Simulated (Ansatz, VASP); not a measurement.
**HgF6 in VASP and in Ansatz**

```
Hg F
1.0
     0.00000    3.54322    3.54322
     3.54322    0.00000    3.54322
     3.54322    3.54322    0.00000
Hg F
1 6
Direct
  0.00000 0.00000 0.00000
  0.50000 0.50000 0.00000
  0.50000 0.00000 0.50000
  0.00000 0.00000 0.50000
  0.00000 0.50000 0.00000
  0.00000 0.50000 0.50000
  0.50000 0.00000 0.00000
```

Change from the starting cell: species swapped into the Zn6Mo type (Fm-3m, No. 225).

Alike in both runs: functional PBE; k mesh 10 × 10 × 10; occupations gaussian, width 0.1 eV; no spin polarisation.

Ansatz relaxed the structure, and its values are those at the end. VASP's run is a single point on that final structure, the one shown.

```csv
,VASP,Ansatz
version,VASP 6.6.1,Ansatz 0.2.0
potentials or method,"VASP PAW PBE potentials, release 64 (Hg, F)","scalar-relativistic, plane waves, PAW"
plane-wave cutoff (eV),520,420
valence electrons in the cell,54,62
```

|  | VASP | Ansatz | Ansatz less VASP |
| --- | --- | --- | --- |
| gap on the k mesh at the Fermi level (eV) | none | none | - |
| pressure (GPa) | 0.0 | 0.0 | +0.07 |

A gap of «none» marks a metal or a gap that the smearing closes. The two sets of potentials don't hold the same shells in valence.

Spin-orbit coupling is left out, which matters for the levels of Hg.
